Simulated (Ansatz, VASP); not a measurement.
# ScInS3: VASP beside Ansatz, part 2 of 3

One calculation is typed for both programs; each brings its own data sets. How far apart do they land? The cell is generated by rule, not measured, and may not be a known phase. The cell is taken from a series of runs on this material, whose earlier steps may have relaxed, scaled, displaced or heated it; both programs get it as it stands.

VASP 6.6.1 and Ansatz 0.2.0.

So far: Starting point; VASP: relaxation of cell and atoms, PBEsol, pair 1.

### Step 3. Ansatz: relaxation of cell and atoms, PBEsol, pair 1

Level of this step: Ansatz beside VASP: Kohn-Sham DFT, plane waves, PBEsol (Ansatz).

Ansatz runs on its PAW soft_1 files.

The same cell, functional, mesh and smearing now go to Ansatz, which takes its cutoff from its data sets.

Contents of input.yaml:

```yaml
crystal:
  lattice:
    - [4.4395971889, 0.0, 0.0]
    - [0.0, 4.4395971889, 0.0]
    - [0.0, 0.0, 6.1904360542]
  atoms:
    - { symbol: Sc, position: [0.0, 0.0, 0.1628019915] }
    - { symbol: In, position: [0.5, 0.5, 0.573627016] }
    - { symbol: S, position: [0.5, 0.0, 0.3697037104] }
    - { symbol: S, position: [0.5, 0.5, 0.9594026556] }
    - { symbol: S, position: [0.0, 0.5, 0.3697037104] }
kpoints:
  mp_grid: { grid: [8, 8, 6] }
hamiltonian:
  xc: pbesol
  pseudopotentials: { kind: paw, azcp: { folder: soft_1 }, xc_functional: pbe }
scf:
  occupations: { method: methfessel_paxton, width: 0.2 }
output:
  forces: true
  stress: true
  eigenvalues: true
relax:
  adjacent_minimum: "off"
  f_tol: 0.001
  max_steps: 60
  cell: { stress_tol: 0.01 }
```

On the command line:

```console
$ ansatz run input.yaml --threads 4 --pin off --max-ram 16384MiB --backend cpu --events-out ev --progress --plain --runs-dir out
```

Numbers of over 12 decimals in the logs are rounded to 6 here.

The program printed:

```text
Engine: ansatz 0.2.0, aarch64-unknown-linux-gnu
Pseudopotentials: kind: paw
Pseudopotential: Sc, paw, valence charge 11, recommended cutoff 420 eV (normal), soft_1/Sc.paw.azcp
Pseudopotential: In, paw, valence charge 13, recommended cutoff 420 eV (normal), soft_1/In.paw.azcp
Pseudopotential: S, paw, valence charge 6, recommended cutoff 420 eV (normal), soft_1/S.paw.azcp
Functional definition: PBEsol
  exchange = pbesol_x
  correlation = pbesol_c
Crystal: 5 atoms, lattice volume = 122.014 Å³
Basis set: ecut = 420 eV, 2421 PW (Γ), exchange–correlation on 60×60×90 points (8 copies of the dense FFT grid, shifted against one another)
Bands: 26, of which v1, the nominal top of the filled ones, is band 21 counted from 1 (20 counted from 0)
Symmetry: 8 space group operations
Space group: P4mm (ITA 99), of the structure as read, at distance tolerance 5.0e-5 Å
k-points: 60 of 384 (time reversal used)
Non-local potential: Sc, projectors of the file, l = 0: 3, l = 1: 2, l = 2: 3, l = 3: 1
Non-local potential: In, projectors of the file, l = 0: 2, l = 1: 2, l = 2: 2, l = 3: 1
Non-local potential: S, projectors of the file, l = 0: 2, l = 1: 2, l = 2: 1
PAW form: soft (Blöchl's): semilocal exchange-correlation on the pseudo side does not see the compensation charge
PAW frozen core: Sc, regenerated for the run's functional, and the local potential with it (the file was generated under x = pbe(κ = 0.804, μ = 0.219515), c = pbe(β = 0.066725))
PAW frozen core: In, regenerated for the run's functional, and the local potential with it (the file was generated under x = pbe(κ = 0.804, μ = 0.219515), c = pbe(β = 0.066725))
PAW frozen core: S, regenerated for the run's functional, and the local potential with it (the file was generated under x = pbe(κ = 0.804, μ = 0.219515), c = pbe(β = 0.066725))
PAW one-centre angular grid: Sc, 590 points (default); XC on 64 Gauss nodes
PAW one-centre angular grid: In, 590 points (default); XC on 64 Gauss nodes
PAW one-centre angular grid: S, 110 points (default); XC on 64 Gauss nodes
Initial density: superposition of atomic densities (chi_scale 0.1, normalization cell, long waves kept (reshape's long-wave potential 0.01 eV rms))
Initial wavefunctions: pseudopotential atomic-orbital guess
Functional: x = pbesol(κ = 0.804, μ = 0.123457), c = pbesol(β = 0.046)
SCF iter   1: F=—  HF=-10296.417874 eV  |F-HF|=—  |Δ(HF+E_count)|=         —  Δρ=3.37e-2  dr2=2.13e0  ethr=3.10e-3  ⟨swp⟩=6.2  Hψ=7380  notcnv=0
preconditioner: auto → Resta (q_TF=auto, 2.284 Å⁻¹)  ε∞=5.4  [insulator: Δε(μ)=0.145 eV  Ē_g=9.346 eV  σ=0.200 eV  W_gap=0.53  n_scr=28 (ndim 8)  ℏωp=19.6 eV  f_vac=0.024  D(μ)=0.24/eV (n_scr^D=0)  ε∞_Penn≈5.4]
SCF iter   2: F=—  HF=-10296.002407 eV  |F-HF|=—  |Δ(HF+E_count)|=   4.15e-1  S|Δr|=    0.00e0  Δρ=1.83e-2  dr2=5.89e-1  ethr=3.10e-3  ⟨swp⟩=3.0  Hψ=2431  notcnv=0
SCF iter   3: F=—  HF=-10295.901158 eV  |F-HF|=—  |Δ(HF+E_count)|=   1.01e-1  S|Δr|=    0.00e0  Δρ=9.39e-3  dr2=1.73e-1  ethr=1.40e-3  ⟨swp⟩=2.1  Hψ=2438  notcnv=0
SCF iter   4: F=—  HF=-10295.874822 eV  |F-HF|=—  |Δ(HF+E_count)|=   2.63e-2  S|Δr|=    0.00e0  Δρ=2.40e-3  dr2=1.85e-2  ethr=4.11e-4  ⟨swp⟩=2.3  Hψ=2467  notcnv=0
SCF iter   5: F=—  HF=-10295.878198 eV  |F-HF|=—  |Δ(HF+E_count)|=   3.38e-3  S|Δr|=    0.00e0  Δρ=9.02e-4  dr2=2.49e-3  ethr=4.41e-5  ⟨swp⟩=2.3  Hψ=2509  notcnv=0
SCF iter   6: F=—  HF=-10295.880026 eV  |F-HF|=—  |Δ(HF+E_count)|=   1.83e-3  S|Δr|=    0.00e0  Δρ=4.10e-4  dr2=3.75e-4  ethr=5.93e-6  ⟨swp⟩=2.2  Hψ=2376  notcnv=0
SCF iter   7: F=—  HF=-10295.880541 eV  |F-HF|=—  |Δ(HF+E_count)|=   5.15e-4  S|Δr|=    0.00e0  Δρ=1.38e-4  dr2=4.73e-5  ethr=8.93e-7  ⟨swp⟩=2.0  Hψ=2213  notcnv=0
SCF iter   8: F=—  HF=-10295.880754 eV  |F-HF|=—  |Δ(HF+E_count)|=   2.14e-4  S|Δr|=    0.00e0  Δρ=4.83e-5  dr2=3.63e-6  ethr=1.13e-7  ⟨swp⟩=2.3  Hψ=2503  notcnv=0
SCF iter   9: F=—  HF=-10295.880765 eV  |F-HF|=—  |Δ(HF+E_count)|=   1.09e-5  S|Δr|=    0.00e0  Δρ=1.20e-5  dr2=2.57e-7  ethr=8.64e-9  ⟨swp⟩=2.1  Hψ=2599  notcnv=0
SCF iter  10: F=-10295.880766 eV  HF=-10295.880766 eV  |F-HF|=6.68e-8  |Δ(HF+E_count)|=   6.69e-7  S|Δr|=    0.00e0  Δρ=3.80e-6  dr2=2.23e-8  ethr=2.38e-10  ⟨swp⟩=8.6  Hψ=7918  notcnv=0
SCF 1 converged in 10 iterations: F = -10295.880766 eV  dr2 = 2.23e-8
  greatest PAW one-centre occupation: 0.998 electrons in one spin orbital (limit 2), on the Sc atom at site 0 (counted from 0), in its partial waves of l = 0
relax step   1: F+E_penalty+E_count = -10295.88076583 eV  Δ(F+E_penalty+E_count) = +0.000e0 eV  max|allowed force component| = 6.548e-4 eV/Å  Δτ_max = 0.0000 Å  P = -0.000 GPa  Ω = 122.014 Å³  (10 SCF iters, dr2 threshold 1.00e-7 eV, accepted)
Initial density: handed on by an earlier stage of this run
Initial wavefunctions: pseudopotential atomic-orbital guess (no wavefunctions were taken with the density)
iter 1 solved again at ethr=1.84e-7 eV; its pass at ethr=3.10e-3 eV (dr2=7.72e-5 eV) is discarded
SCF iter   1: F=—  HF=-10295.880658 eV  |F-HF|=—  |Δ(HF+E_count)|=         —  Δρ=3.90e-6  dr2=2.11e-8  ethr=1.84e-7  ⟨swp⟩=4.8  Hψ=13409  notcnv=0
eigensolver tolerance schedule: the retry pair's looser diagonalisation over-reported the residual by 3657.33 of it (diagonalisation noise at 0.28 of the residual, at the tolerance the schedule requests for it); recorded, not acted on — ethr = c·dr2/N_el stays at c = 1.0e-1
preconditioner: auto → Kerker (q_TF=auto, 2.284 Å⁻¹)  [metal: Δε(μ)=0.089 eV  Ē_g=9.874 eV  σ=0.200 eV  W_gap=0.36  n_scr=28 (ndim 8)  ℏωp=19.6 eV  f_vac=0.085  D(μ)=0.18/eV (n_scr^D=0)]
SCF iter   2: F=—  HF=-10295.880766 eV  |F-HF|=—  |Δ(HF+E_count)|=   1.08e-4  S|Δr|=    0.00e0  Δρ=2.33e-6  dr2=1.09e-8  ethr=5.02e-11  ⟨swp⟩=3.7  Hψ=3810  notcnv=0
SCF iter   3: F=—  HF=-10295.880766 eV  |F-HF|=—  |Δ(HF+E_count)|=   3.78e-8  S|Δr|=    0.00e0  Δρ=1.23e-6  dr2=3.54e-9  ethr=2.59e-11  ⟨swp⟩=2.0  Hψ=2138  notcnv=0
SCF iter   4: F=—  HF=-10295.880766 eV  |F-HF|=—  |Δ(HF+E_count)|=   1.05e-8  S|Δr|=    0.00e0  Δρ=6.91e-7  dr2=1.49e-9  ethr=8.42e-12  ⟨swp⟩=2.2  Hψ=2362  notcnv=0
SCF iter   5: F=—  HF=-10295.880766 eV  |F-HF|=—  |Δ(HF+E_count)|=   1.55e-9  S|Δr|=    0.00e0  Δρ=3.07e-7  dr2=2.56e-10  ethr=3.55e-12  ⟨swp⟩=2.0  Hψ=2111  notcnv=0
SCF iter   6: F=—  HF=-10295.880766 eV  |F-HF|=—  |Δ(HF+E_count)|=  1.69e-10  S|Δr|=    0.00e0  Δρ=1.03e-7  dr2=2.70e-11  ethr=1.00e-12  ⟨swp⟩=2.0  Hψ=2037  notcnv=0
SCF iter   7: F=—  HF=-10295.880766 eV  |F-HF|=—  |Δ(HF+E_count)|=  1.27e-11  S|Δr|=    0.00e0  Δρ=4.26e-8  dr2=3.77e-12  ethr=1.00e-12  ⟨swp⟩=1.0  Hψ=1560  notcnv=0
SCF iter   8: F=-10295.880766 eV  HF=-10295.880766 eV  |F-HF|=3.64e-12  |Δ(HF+E_count)|=  1.82e-12  S|Δr|=    0.00e0  Δρ=1.11e-8  dr2=4.87e-13  ethr=1.00e-12  ⟨swp⟩=6.2  Hψ=6673  notcnv=0
SCF 2 converged in 8 iterations: F = -10295.880766 eV  dr2 = 4.87e-13
relax step   2: F+E_penalty+E_count = -10295.88076585 eV  Δ(F+E_penalty+E_count) = -1.994e-8 eV  max|allowed force component| = 6.207e-4 eV/Å  Δτ_max = 0.0000 Å  P = -0.000 GPa  Ω = 122.014 Å³  stress off target by 1.91e-3 GPa  SCF on the basis re-selected at this cell (its energy is not comparable with the rows above)  (8 SCF iters)
basis re-selected at this cell: Δ(F+E_penalty+E_count) = -1.994e-8 eV, ΔP = -0.000 GPa vs the last step (what re-selecting the basis moved, of the pressure what is left beyond the Pulay correction that the steps carried, after the strain that the cell walked since its last selection, with what the two solves' SCF thresholds leave and, on support functions, any second-order correction that the steps lacked; it is no m [...]
SCF converged after 8 iterations
Stability not checked: this state was not tested for a lower state beside it, because cold or Methfessel-Paxton smearing, or corrected tetrahedra, fill the levels in a way that the test cannot read (fill_not_monotonic; see scf.lower_state_search)
Free energy (F): -10295.880766 eV
Harris-Foulkes:  -10295.880766 eV  (|F-HF|=3.64e-12)
Internal energy: -10295.881887 eV  (E = F + TS)
E sigma→0 (E₀):  -10295.881046 eV
Entropy (-TS):   0.001121 eV (0.224 meV/atom)
Fermi energy:    6.801411 eV
Step filling:    the computed levels leave a gap of 0.0000 eV = 0.0 smearing widths at the electron count; against every level under it full and every level over it empty, smearing changes F+E_penalty+E_count by -0.039 meV and its σ→0 estimate by -0.319 meV
--- Per-component energies (eV) ---
  E_band       = -274.674506
  E_kinetic    = 743.118290
  E_local      = -2947.036943  (includes V_loc(G=0)·N_el)
  E_nonlocal   = 576.092455
  E_hartree    = 1137.848017
  E_xc         = -490.572429
  E_vxc        = -442.214589  (∫ρ·V_xc dr)
  E_paw        = -6882.909508  (= ΣΔE_a)
  E_vpaw       = -480.329909  (= ΣTr[D̂ρ^β])
  E_aug_tail   = 0.000173  (compensation charges beyond the density's cutoff)
  E_ewald      = -2432.972720
  E_core_change = 0.550777  (= ΣΔE_core)
  E_smearing   = 0.001121  (= −TS)
  E_closure    = -0.000000  (closes the sum)
  Σ components = -10295.880766   (vs F -10295.880766, Δ=0.00e0)
--- Forces (eV/Å), atoms counted from 1 ---
  atom   1  Sc     0.00000000     0.00000000     0.00062074
  atom   2  In    -0.00000000    -0.00000000     0.00003405
  atom   3  S     -0.00000000     0.00000000    -0.00049438
  atom   4  S      0.00000000    -0.00000000     0.00033419
  atom   5  S      0.00000000     0.00000000    -0.00049438
  max |Σ_I F_I| component: 2.26e-7 eV/Å
--- Stress (GPa, compression-positive) ---
       -0.001316       0.000000       0.000000
        0.000000      -0.001316       0.000000
        0.000000       0.000000       0.001906
  P = ⅓ Tr σ = -0.0002 GPa (-0.002 kbar)
--- Band table (eV; the first three rows and the last of 60) ---
  k-point 0: bands = [... 17 lower, 4.6268, 4.8948, 5.8282, 5.8282, 6.5521, 7.6171, 7.8463, 8.9998, ... 1 higher]
  k-point 1: bands = [... 17 lower, 4.6502, 4.6502, 5.7187, 5.7187, 6.8772, 7.6178, 7.9812, 9.1449, ... 1 higher]
  k-point 2: bands = [... 17 lower, 4.7141, 4.7141, 5.4932, 5.4932, 7.3110, 7.6192, 8.2389, 9.2559, ... 1 higher]
  k-point 59: bands = [... 17 lower, 5.0569, 5.0569, 5.2212, 6.7435, 6.8324, 7.7142, 8.3888, 8.3888, ... 1 higher]
--- Relaxed structure (1 steps of the walk, 1 accepted, 1 SCFs on fresh bases) ---
  F+E_penalty+E_count = -10295.88076585 eV   max|allowed force component| = 6.207e-4 eV/Å   (the final SCF, on the basis selected at the relaxed cell)
  cell:  # Å, volume = 122.0136 Å³
    - [4.4395971889, 0.0, 0.0]
    - [0.0, 4.4395971889, 0.0]
    - [0.0, 0.0, 6.1904360542]
  atoms:
    - { symbol: Sc, position: [0.0, 0.0, 0.1628019915] }
    - { symbol: In, position: [0.5, 0.5, 0.573627] }
    - { symbol: S, position: [0.5, 0.0, 0.369704] }
    - { symbol: S, position: [0.5, 0.5, 0.959403] }
    - { symbol: S, position: [0.0, 0.5, 0.369704] }
```

### Step 4. Comparison

Known differences besides the potentials themselves: the cutoff is 420 eV in Ansatz and 500 eV in VASP; Ansatz makes its cores anew for this functional, VASP keeps those of its PBE data sets; Ansatz adds a Pulay correction to the stress that steers its cell, VASP none. Total energies have different zeros and are not compared.

Compared:

```
                                         quantity  Ansatz    VASP  difference
                                      volume (Å³)  122.01  122.03     -0.01 %
edge a after relaxation, in the typed setting (Å)   4.440   4.440     -0.02 %
edge c after relaxation, in the typed setting (Å)   6.190   6.189     +0.02 %
```

### Step 5. Ansatz: relaxation of cell and atoms, PBEsol, pair 2

The relaxed volume is the usual yardstick between codes: in a stiff, nearly cubic crystal its relative difference is about their pressure difference at one cell divided by the bulk modulus. Its start cell is another than that of the pair before, and may be another structure of the material.

The cell is taken from a series of runs on this material, whose earlier steps may have relaxed, scaled, displaced or heated it; both programs get it as it stands.

input.yaml, the sections that differ from step 3:

```yaml
crystal:
  lattice:
    - [3.8013910272, 0.0, 0.0]
    - [0.0, 3.6057298225, 5.7046353239]
    - [0.0, -3.6057298225, 5.7046353239]
  atoms:
    - { symbol: Sc, position: [0.0, 0.8132010103, 0.8132010103] }
    - { symbol: In, position: [0.5, 0.4622905957, 0.4622905957] }
    - { symbol: S, position: [0.5, 0.6111142569, 0.0634329196] }
    - { symbol: S, position: [0.5, 0.0634329196, 0.6111142569] }
    - { symbol: S, position: [0.0, 0.5957541005, 0.5957541005] }
kpoints:
  mp_grid: { grid: [6, 4, 4] }
scf:
  occupations: { method: fixed }
# hamiltonian, output, relax: as in step 3
```

The program printed:

```text
[...]
Crystal: 5 atoms, lattice volume = 156.384 Å³
Basis set: ecut = 420 eV, 3027 PW (Γ), exchange–correlation on 54×96×96 points (8 copies of the dense FFT grid, shifted against one another)
Bands: 26, of which v1, the nominal top of the filled ones, is band 21 counted from 1 (20 counted from 0)
Symmetry: 4 space group operations
[...]
k-points: 28 of 96 (time reversal used)
[...]
cell:  # Å, volume = 156.4123 Å³
    - [3.802030, 0.0, 0.0]
    - [0.0, 3.606423, 5.703595]
    - [0.0, -3.606423, 5.703595]
  atoms:
    - { symbol: Sc, position: [0.0, 0.813180, 0.813180] }
    - { symbol: In, position: [0.5, 0.462243, 0.462243] }
    - { symbol: S, position: [0.5, 0.611233, 0.063428] }
    - { symbol: S, position: [0.5, 0.063428, 0.611233] }
    - { symbol: S, position: [0.0, 0.595709, 0.595709] }
[key lines of the parts left out:]
SCF converged after 7 iterations
Free energy (F): -10296.920053 eV
Fermi energy:    2.778692 eV
P = ⅓ Tr σ = -0.0011 GPa (-0.011 kbar)
```

### Step 6. VASP: relaxation of cell and atoms, PBEsol, pair 2

The same cell, functional and mesh now go to VASP, with its own data sets.

Contents of INCAR:

```
SYSTEM = ScInS3
PREC = Accurate
ENCUT = 500
EDIFF = 1E-07
NELM = 120
ISMEAR = 0
SIGMA = 0.01
LREAL = .FALSE.
ALGO = Normal
GGA = PS
NBANDS = 27
LASPH = .TRUE.
LORBIT = 11
LWAVE = .FALSE.
LCHARG = .FALSE.
ISIF = 3
IBRION = 2
NSW = 80
EDIFFG = -0.005
GGA_COMPAT = .FALSE.
NELMIN = 4
EFERMI = MIDGAP
KPAR = 2
```

Contents of POSCAR:

```
ScInS3
1.0
    3.8013910000      0.0000000000      0.0000000000
    0.0000000000      3.6057300000      5.7046350000
    0.0000000000     -3.6057300000      5.7046350000
Sc In S
1 1 3
Direct
    0.0000000000      0.8132010199      0.8132010199
    0.5000001315      0.4622906636      0.4622906636
    0.5000001315      0.6111143027      0.0634329733
    0.5000001315      0.0634329733      0.6111143027
    0.0000000000      0.5957541543      0.5957541543
```

Contents of KPOINTS:

```
Automatic mesh
0
Gamma
6 4 4
0 0 0
```

PAW data sets: Sc_sv, In_d and S (PBE family, release 64).

On the command line:

```console
$ mpirun -np 2 vasp_std
```

The program printed:

```text
[banner, memory and clock lines left out]
running    2 mpi-ranks, on    1 nodes
[...]
[... a notice as in an earlier step ...]

 LDA part: xc-table for (Slater+PW92), standard interpolation
 POSCAR, INCAR and KPOINTS ok, starting setup
[...]
entering main loop
       N       E                     dE             d eps       ncg     rms          rms(c)
DAV:   1     0.489999414288E+03    0.49000E+03   -0.18599E+04  1512   0.147E+03
DAV:   2     0.416732834901E+02   -0.44833E+03   -0.44179E+03  1536   0.445E+02
DAV:   3    -0.271981564897E+02   -0.68871E+02   -0.67053E+02  2211   0.174E+02
DAV:   4    -0.312742713786E+02   -0.40761E+01   -0.40661E+01  2304   0.447E+01
[...]
DAV:  15    -0.280820585944E+02    0.53858E-05   -0.27783E-05  2389   0.509E-02    0.490E-03
DAV:  16    -0.280820596557E+02   -0.10613E-05   -0.24378E-06  2253   0.119E-02    0.249E-03
DAV:  17    -0.280820596424E+02    0.13284E-07   -0.54670E-07  2037   0.737E-03
   1 F= -.28082060E+02 E0= -.28082060E+02  d E =-.280821E+02
[... from here on, the cycles between the ionic steps are left out ...]
   2 F= -.28082150E+02 E0= -.28082150E+02  d E =-.903480E-04
   3 F= -.28082150E+02 E0= -.28082150E+02  d E =-.907630E-04
   4 F= -.28082161E+02 E0= -.28082161E+02  d E =-.104693E-04
 trial-energy change:   -0.000010  1 .order   -0.000010   -0.000020    0.000001
 step:   0.9397(harm=  0.9286)  dis= 0.00034  next Energy=   -28.082161 (dE=-0.105E-04)
 reached required accuracy - stopping structural energy minimisation
```

From OUTCAR (step 6):

```text
  Total        0.0046427      0.0034700      0.0030809      0.0000000      0.0000000      0.0000000
  in kB        0.0475477      0.0355371      0.0315526      0.0000000      0.0000000      0.0000000
  external PRESSURE =       0.0382125 kB  Pullay stress =       0.0000000 kB

 POSITION                                       TOTAL-FORCE (eV/Angst)
 -----------------------------------------------------------------------------------
      0.00000      0.00000      9.27588         0.000000      0.000000      0.003989
      1.90147      0.00000      5.27290         0.000000      0.000000      0.001014
      1.90147      1.97342      3.84717         0.000000     -0.000275     -0.004256
      1.90147     -1.97342      3.84717         0.000000      0.000275     -0.004256
      0.00000      0.00000      6.79375         0.000000      0.000000      0.003509
 -----------------------------------------------------------------------------------
    total drift:                               -0.000708     -0.000000      0.000920

  FREE ENERGIE OF THE ION-ELECTRON SYSTEM (eV)
  ---------------------------------------------------
  free  energy   TOTEN  =       -28.0821608747 eV

  energy  without entropy=      -28.0821608747  energy(sigma->0) =      -28.08216087

[... 1 part as in an earlier step ...]

[... 3 further parts left out ...]
[key lines of the parts left out:]
E-fermi :   1.6847
```

### Step 7. Differences

What differs besides the data sets and the points named for the pairs above, as far as they apply: fixed occupations in Ansatz, narrow Gaussian smearing in VASP. Total energies have different zeros and are not compared.

The two programs side by side:

```
                                         quantity  Ansatz    VASP  difference
                                      volume (Å³)  156.41  156.44     -0.02 %
edge a after relaxation, in the typed setting (Å)   3.802   3.803     -0.02 %
edge b after relaxation, in the typed setting (Å)   6.748   6.748     +0.01 %
```

[end of part 2 of 3]

[Lines on the potential files, build, host, timing and source positions are cut from VASP's logs without a mark.]

[Logs are printed without paths, hosts, clocks, repeated set-up lines and the standing remarks that a program may print on its own settings, such as how far it seeks lower states.]

[Hosts, paths, dates, database ids (printed as entryN), source tags and the programs' standing remarks are cut or masked in the printed files.]
